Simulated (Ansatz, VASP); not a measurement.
**Cs2Cd: VASP beside Ansatz**

Contents of INCAR:

```
SYSTEM = Cs2Cd
PREC     = Accurate       ! precision mode
ENCUT    = 520            ! plane-wave cutoff, eV
EDIFF    = 1E-6           ! SCF threshold, eV
ISMEAR   = 0              ! smearing method
SIGMA    = 0.1            ! smearing width, eV
LREAL    = .FALSE.        ! projectors in reciprocal space
LASPH    = .TRUE.         ! aspherical terms in the spheres
NELM     = 100            ! most SCF steps
ALGO     = Fast           ! electronic algorithm
ISIF     = 2              ! what is computed and relaxed
LWAVE    = .FALSE.        ! write WAVECAR
LCHARG   = .FALSE.        ! write CHGCAR
GGA      = PE             ! functional
NBANDS   = 39             ! bands
```

The input KPOINTS:

```
regular mesh
0
G
  6 6 2
  0 0 0
```

File POSCAR:

```
Cs2Cd
1.0
    4.0002933616      0.0000000000      0.0000000000
   -2.0001466808      3.4643556738      0.0000000000
    0.0000000000      0.0000000000     15.5595007785
Cs Cd
4 2
Direct
    0.3333333333      0.6666666667      0.6275000000
    0.6666666667      0.3333333333      0.1275000000
    0.3333333333      0.6666666667      0.8725000000
    0.6666666667      0.3333333333      0.3725000000
    0.3333333333      0.6666666667      0.2500000000
    0.6666666667      0.3333333333      0.7500000000
```

Input for Ansatz:

```yaml
crystal:
  lattice:
    - [4.0002933616, 0.0, 0.0]
    - [-2.0001466808, 3.4643556738, 0.0]
    - [0.0, 0.0, 15.5595007785]
  atoms:
    - { symbol: Cs, position: [0.3333333333, 0.6666666667, 0.6275] }
    - { symbol: Cs, position: [0.6666666667, 0.3333333333, 0.1275] }
    - { symbol: Cs, position: [0.3333333333, 0.6666666667, 0.8725] }
    - { symbol: Cs, position: [0.6666666667, 0.3333333333, 0.3725] }
    - { symbol: Cd, position: [0.3333333333, 0.6666666667, 0.25] }
    - { symbol: Cd, position: [0.6666666667, 0.3333333333, 0.75] }
basis:
  ecutwfc: 420
kpoints:
  mp_grid: { grid: [6, 6, 2] }
hamiltonian:
  xc: pbe
scf:
  occupations: { method: gaussian, width: 0.1 }
  lower_state_search: "off"
output:
  forces: true
  stress: true
  eigenvalues: true
```

Alike in both runs: task single point; functional PBE; k mesh 6 × 6 × 2; occupations gaussian, width 0.1 eV; no spin polarisation.

|  | VASP | Ansatz |
| --- | --- | --- |
| version | VASP 6.6.1 | Ansatz 0.2.0 |
| potentials or method | VASP PAW PBE potentials, release 64 (Cs_sv, Cd) | scalar-relativistic, plane waves, PAW |
| plane-wave cutoff (eV) | 520 | 420 |
| valence electrons in the cell | 60 | 76 |

|  | VASP | Ansatz | Ansatz less VASP |
| --- | --- | --- | --- |
| gap on the k mesh at the Fermi level (eV) | none | none | - |
| pressure (GPa) | 15.9 | 15.5 | -0.33 |
| largest component of the traceless stress (GPa) | 2.49 | 2.46 | -0.030 |
| rms of the force components (eV/Å) | 1.373 | 1.341 | -0.0323 |

Atom by atom the forces differ by 0.032 eV/Å (rms over components). A gap of «none» marks a metal or a gap that the smearing closes. With one functional, cell and mesh, what is left measures potentials, basis and numerics. The two sets of potentials don't hold the same shells in valence.

Caveats: so large a pressure means that the cell lies far from this level's equilibrium, or that cutoff or potentials fall short (VASP); forces of over 1 eV/Å show positions far from the minimum, so gaps and moduli don't describe the material at rest. Spin-orbit coupling is left out, which matters for the levels of Cs.
